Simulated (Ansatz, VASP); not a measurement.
**Two plane-wave programs on NbTe**

The input INCAR:

```
SYSTEM = NbTe
PREC = Accurate
ENCUT = 520
EDIFF = 1E-6
ISMEAR = 1
SIGMA = 0.087
LREAL = .FALSE.
LASPH = .TRUE.
NELM = 150
ALGO = Normal
ISIF = 2
LWAVE = .FALSE.
LCHARG = .FALSE.
LMAXMIX = 4
LDAU = .TRUE.
LDAUTYPE = 2
LDAUL = 2 -1
LDAUU = 1.9 0
LDAUJ = 0 0
LDAUPRINT = 1
GGA = PE
NBANDS = 16
```

KPOINTS

```
regular mesh
0
G
  6 6 4
  0 0 0
```

The input POSCAR:

```
NbTe
1.0
    3.7029743866      0.0000000000      0.0000000000
   -1.8514871933      3.2068698884      0.0000000000
    0.0000000000      0.0000000000      3.6942110000
Nb Te
1 1
Direct
    0.0000000000      0.0000000000      0.5000000000
    0.6666666667      0.3333333333      0.0000000000
```

Input for Ansatz:

```yaml
crystal:
  lattice:
    - [3.7029743866, 0.0, 0.0]
    - [-1.8514871933, 3.2068698884, 0.0]
    - [0.0, 0.0, 3.694211]
  atoms:
    - { symbol: Nb, position: [0.0, 0.0, 0.5] }
    - { symbol: Te, position: [0.6666666667, 0.3333333333, 0.0] }
basis:
  ecutwfc: "32 Ry"
kpoints:
  mp_grid: { grid: [6, 6, 4] }
hamiltonian:
  xc: pbe
  hubbard: { sites: [{ species: Nb, l: d, u_eff: 1.9 }] }
scf:
  occupations: { method: cold, width: 0.087 }
output:
  forces: true
  stress: true
  eigenvalues: true
```

Alike in both runs: task single point; functional PBE; k mesh 6 × 6 × 4; no spin polarisation; Hubbard terms Nb d U = 1.9 eV.

```csv
,VASP,Ansatz
version,VASP 6.6.1,Ansatz 0.2.0
potentials or method,"VASP PAW PBE potentials, release 64 (Nb_sv, Te)","scalar-relativistic, plane waves, PAW"
plane-wave cutoff (eV),520,435
occupations,"methfessel-paxton of order 1, width 0.087 eV","cold, width 0.087 eV"
valence electrons in the cell,19,29
```

Ansatz gave:

| Property | Result |
| --- | --- |
| gap on the k mesh at the Fermi level (eV) | none |
| pressure (GPa) | -0.3 |
| largest component of the traceless stress (GPa) | 2.03 |

**Question.** Which values does VASP return?

**Answer.** gap on the k mesh at the Fermi level (eV): none; pressure (GPa): 0.7; largest component of the traceless stress (GPa): 2.34.

The programs project onto different local orbitals, so the same U acts differently. A gap of «none» marks a metal or a gap that the smearing closes. The two sets of potentials don't hold the same shells in valence. Ansatz warned: «filled_band_counts_differ_across_k_points».

Caveats: the k mesh is coarse (spacing up to 0.43 Å⁻¹), so the values aren't converged; U without spin polarisation on a metal has little footing; the U is typed as a test and isn't derived for this compound. Spin-orbit coupling is left out, which matters for the levels of Te.
